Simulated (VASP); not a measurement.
Output of a VASP run:

File OUTCAR:
```
 ion  position               nearest neighbor table
   1  0.000  0.000  0.000-   3 2.61   3 2.61   3 2.61   2 2.61   3 2.61   2 2.61   2 2.61   2 2.61
  LATTYP: Found a face centered cubic cell.
 ALAT       =     6.0245793590
 Subroutine PRICEL returns:
 Original cell was already a primitive cell.
 Subroutine GETGRP returns: Found 48 space group operations
The static configuration has the point symmetry O_h .
The dynamic configuration has the point symmetry O_h .
 Subroutine INISYM returns: Found 48 space group operations
 Subroutine IBZKPT returns following result:
 Found     20 irreducible k-points:

 Following reciprocal coordinates:
            Coordinates               Weight
  0.000000  0.000000  0.000000      1.000000
  0.142857  0.000000  0.000000      8.000000
  0.285714  0.000000  0.000000      8.000000
  0.428571  0.000000  0.000000      8.000000
  0.142857  0.142857  0.000000      6.000000
  0.285714  0.142857  0.000000     24.000000
  0.428571  0.142857  0.000000     24.000000
 -0.428571  0.142857  0.000000     24.000000
 -0.285714  0.142857  0.000000     24.000000
 -0.142857  0.142857  0.000000     12.000000
  0.285714  0.285714  0.000000      6.000000
  0.428571  0.285714  0.000000     24.000000
 -0.428571  0.285714  0.000000     24.000000
 -0.285714  0.285714  0.000000     12.000000
  0.428571  0.428571  0.000000      6.000000
 -0.428571  0.428571  0.000000     12.000000
  0.428571  0.285714  0.142857     24.000000
 -0.428571  0.285714  0.142857     48.000000
 -0.428571  0.428571  0.142857     24.000000
 -0.285714  0.428571  0.142857     24.000000
   k-points           NKPTS =     20   k-points in BZ     NKDIM =     20   number of bands    NBANDS=     18
   number of dos      NEDOS =    301   number of ions     NIONS =      3
   total plane-waves  NPLWV =  32768
   dimension x,y,z NGX =    32 NGY =   32 NGZ =   32
   dimension x,y,z NGXF=    64 NGYF=   64 NGZF=   64
   ions per type =               1   2
   PREC   = accura    normal or accurate (medium, high low for compatibility)
   ISTART =      0    job   : 0-new  1-cont  2-samecut
   ICHARG =      2    charge: 1-file 2-atom 10-const
   ISPIN  =      1    spin polarized calculation?
   LNONCOLLINEAR =      F non collinear calculations
   LSORBIT =      F    spin-orbit coupling
   INIWAV =      1    electr: 0-lowe 1-rand  2-diag
   ENCUT  =  520.0 eV  38.22 Ry    6.18 a.u.   7.92  7.92  7.92*2*pi/ulx,y,z
   NELM   =    100;   NELMIN=  2; NELMDL= -5     # of ELM steps
   EDIFF  = 0.1E-06   stopping-criterion for ELM
   LREAL  =      F    real-space projection
   NLSPLINE    = F    spline interpolate recip. space projectors
   LMAXMIX     =    4 max onsite mixed and CHGCAR
   VOSKOWN=      0    Vosko Wilk Nusair interpolation
   EDIFFG = 0.1E-05   stopping-criterion for IOM
   NSW    =      0    number of steps for IOM
   NBLOCK =      1;   KBLOCK =      1    inner block; outer block
   IBRION =     -1    ionic relax: 0-MD 1-quasi-New 2-CG
   NFREE  =      0    steps in history (QN), initial steepest desc. (CG)
   ISIF   =      2    stress and relaxation
   ISYM   =      2    0-nonsym 1-usesym 2-fastsym
   TEIN   =    0.0    initial temperature
   TEBEG  =    0.0;   TEEND  =   0.0 temperature during run
   SMASS  =  -3.00    Nose mass-parameter (am)
   PSTRESS=    0.0 pullay stress
   NELECT =      28.0000    total number of electrons
   EFERMI =   0.00;   METHOD = LEGACY
   ISMEAR =     0;   SIGMA  =   0.05  broadening in eV -4-tet -1-fermi 0-gaus
   IALGO  =     38    algorithm
   LDIAG  =      T    sub-space diagonalisation (order eigenvalues)
   IMIX   =      4    mixing-type and parameters
     AMIX     =   0.40;   BMIX     =  1.00
     AMIX_MAG =   1.60;   BMIX_MAG =  1.00
     AMIN     =   0.10
   METAGGA = MS2    functional components
   VOSKOWN =     0    Vosko Wilk Nusair interpolation
   LHFCALC =     F    Hartree Fock is set to
   LHFONE  =     F    Hartree Fock one center treatment
   AEXX    =    0.0000 exact exchange contribution
...
```

File OSZICAR:
```
       N       E                     dE             d eps       ncg     rms          rms(c)
DAV:   1     0.300739999356E+03    0.30074E+03   -0.14028E+04   720   0.165E+03
DAV:   2     0.167126404119E+02   -0.28403E+03   -0.27390E+03   790   0.427E+02
DAV:   3    -0.126138413700E+02   -0.29326E+02   -0.28916E+02   862   0.156E+02
DAV:   4    -0.134141479487E+02   -0.80031E+00   -0.79827E+00   784   0.257E+01
DAV:   5    -0.134350197755E+02   -0.20872E-01   -0.20866E-01   852   0.439E+00    0.786E+00
DAV:   6    -0.132357909695E+01    0.12111E+02   -0.27966E+01   908   0.988E+01    0.344E+00
DAV:   7    -0.108184471787E-01    0.13128E+01   -0.68945E+00   720   0.348E+01    0.352E+00
DAV:   8     0.873138012382E+00    0.88396E+00   -0.21099E+00   720   0.198E+01    0.177E+00
DAV:   9     0.777621877765E+00   -0.95516E-01   -0.69909E-01   742   0.139E+01    0.187E+00
DAV:  10     0.643876968369E+00   -0.13374E+00   -0.96318E-01   720   0.112E+01    0.621E-01
DAV:  11     0.654332909297E+00    0.10456E-01   -0.31387E-02   766   0.174E+00    0.467E-01
DAV:  12     0.676328799032E+00    0.21996E-01   -0.21073E-02   744   0.237E+00    0.213E-01
DAV:  13     0.678119860379E+00    0.17911E-02   -0.25250E-02   720   0.190E+00    0.139E-01
DAV:  14     0.678057688732E+00   -0.62172E-04   -0.17519E-03   744   0.462E-01    0.579E-02
DAV:  15     0.678164209228E+00    0.10652E-03   -0.15647E-03   744   0.489E-01    0.474E-02
DAV:  16     0.677192437170E+00   -0.97177E-03   -0.12618E-03   720   0.500E-01    0.512E-03
DAV:  17     0.677074296139E+00   -0.11814E-03   -0.63071E-05   736   0.874E-02    0.102E-02
DAV:  18     0.677084277460E+00    0.99813E-05   -0.31800E-05   732   0.568E-02    0.371E-03
DAV:  19     0.677091830074E+00    0.75526E-05   -0.65386E-06   744   0.368E-02    0.181E-03
DAV:  20     0.677088378345E+00   -0.34517E-05   -0.46545E-07   730   0.991E-03    0.139E-03
DAV:  21     0.677087798575E+00   -0.57977E-06   -0.56723E-08   370   0.401E-03    0.862E-04
DAV:  22     0.677086654220E+00   -0.11444E-05   -0.10832E-07   362   0.502E-03    0.194E-04
DAV:  23     0.677086572058E+00   -0.82162E-07   -0.23407E-08   360   0.184E-03
   1 F= 0.67708657E+00 E0= 0.67708657E+00  d E =-.164354E-12
```

OUTCAR:
```
------------------------ aborting loop because EDIFF is reached ----------------------------------------
  FORCE on cell =-STRESS in cart. coord.  units (eV):
  Direction    XX          YY          ZZ          XY          YZ          ZX
  --------------------------------------------------------------------------------------
  Total       -1.3393894     -1.3393894     -1.3393894     -0.0000000      0.0000000      0.0000000
  in kB      -39.2552050    -39.2552050    -39.2552050     -0.0000000      0.0000000      0.0000000
  external PRESSURE =     -39.2552050 kB  Pullay stress =       0.0000000 kB
  volume of cell :       54.67
      direct lattice vectors                 reciprocal lattice vectors
     0.000000000  3.012289679  3.012289679    -0.165986692  0.165986692  0.165986692
     3.012289679  0.000000000  3.012289679     0.165986692 -0.165986692  0.165986692
     3.012289679  3.012289679  0.000000000     0.165986692  0.165986692 -0.165986692
 POSITION                                       TOTAL-FORCE (eV/Angst)
 -----------------------------------------------------------------------------------
      0.00000      0.00000      0.00000        -0.000000      0.000000      0.000000
      1.50614      1.50614      1.50614        -0.000000     -0.000000     -0.000000
      4.51843      4.51843      4.51843         0.000000      0.000000      0.000000
 -----------------------------------------------------------------------------------
    total drift:                                0.000000     -0.000000      0.000000
  FREE ENERGIE OF THE ION-ELECTRON SYSTEM (eV)
  ---------------------------------------------------
  free  energy   TOTEN  =         0.6770865721 eV

  energy  without entropy=        0.6770865721  energy(sigma->0) =        0.67708657
```
(Selected blocks of OUTCAR.)

POSCAR:
```
PbF2
1
    0.0000000000     3.0122896795     3.0122896795
    3.0122896795     0.0000000000     3.0122896795
    3.0122896795     3.0122896795     0.0000000000
Pb F
1 2
Direct
  0.0000000000   0.0000000000   0.0000000000
  0.2500000000   0.2500000000   0.2500000000
  0.7500000000   0.7500000000   0.7500000000
```

**Question.** Reconstruct the remaining input files.

**Answer.** This is not unique; one that fits is the input of the run itself, MS2 meta-GGA, plane waves, VASP's PBE PAW potentials (set 64).

File KPOINTS:
```
Automatic
0
gamma
 7 7 7
```

### INCAR
```
# general
SYSTEM =PbF2
PREC   =Accurate
ENCUT  =520
LREAL  =.False.
LASPH  =.True.

# electronic loop
EDIFF  =1E-7
NELM   =100
ALGO   =Normal
LMAXMIX=4
LMIXTAU=.True.

# smearing
ISMEAR =0
SIGMA  =0.05

# functional
METAGGA=MS2

# ions
ISIF   =2

# output
LWAVE  =.False.
LCHARG =.False.
```

POTCAR, in this order: Pb_d F (PBE.64 set). Program: vasp_std.

The compound is PbF2 in the fluorite structure, the β form. This cell is one point of a volume scan, at 1.06 of the reference volume.
